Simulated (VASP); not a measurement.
The system is ZrAl3B3N.

```xyz
8
Lattice="4.5330 0.0000 0.0000 0.0000 4.5330 0.0000 0.0000 0.0000 4.5330" Properties=species:S:1:pos:R:3 pbc="T T T"
Zr    0.0000    0.0000    0.0000
Al    2.2665    0.0000    0.0000
Al    0.0000    2.2665    0.0000
Al    0.0000    0.0000    2.2665
B     0.0000    2.2665    2.2665
B     2.2665    0.0000    2.2665
B     2.2665    2.2665    0.0000
N     2.2665    2.2665    2.2665
```

The cell was built by a generator and needn't be a form met in nature.

| Property | Result |
| --- | --- |
| Program | VASP 6.6.1 |
| Task | relaxation of cell and atoms |
| Functional | PBE |
| Potentials or basis | VASP PAW PBE potentials, release 64 (Zr_sv, Al, B, N) |
| Cutoff | 520 eV |
| k mesh | 3 × 3 × 3 |
| Occupations | gaussian, width 0.15 eV |
| Spin | no spin polarisation |

At the start: pressure 23.1 GPa; volume 11.64 Å³/atom.

Q: Where does the relaxation end?

A: Over 3 steps the energy falls by 160.8 meV/atom and the volume is 14.28 Å³/atom (+22.6 %); space group Pm-3m (No. 221, to 0.05 Å).

Step by step:
| step | energy change (eV) | largest force (eV/Å) | pressure (GPa) | volume (Å³) |
| --- | --- | --- | --- | --- |
| 1 | 0.0000 | 0.0000 | 23.13 | 93.15 |
| 2 | -1.2670 | 0.0000 | -1.94 | 117.69 |
| 3 | -1.2865 | 0.0000 | 0.15 | 114.20 |

Final structure:
```
CELL_PARAMETERS angstrom
4.85166 0.00000 0.00000
0.00000 4.85166 0.00000
0.00000 0.00000 4.85166
ATOMIC_POSITIONS crystal
Zr 0.00000 0.00000 0.00000
Al 0.50000 0.00000 0.00000
Al 0.00000 0.50000 0.00000
Al 0.00000 0.00000 0.50000
B 0.00000 0.50000 0.50000
B 0.50000 0.00000 0.50000
B 0.50000 0.50000 0.00000
N 0.50000 0.50000 0.50000
```

Caveat: the k mesh is coarse (spacing up to 0.46 Å⁻¹), so the values aren't converged; the volume moved by over 15 % at a fixed basis, so the end points are rough.
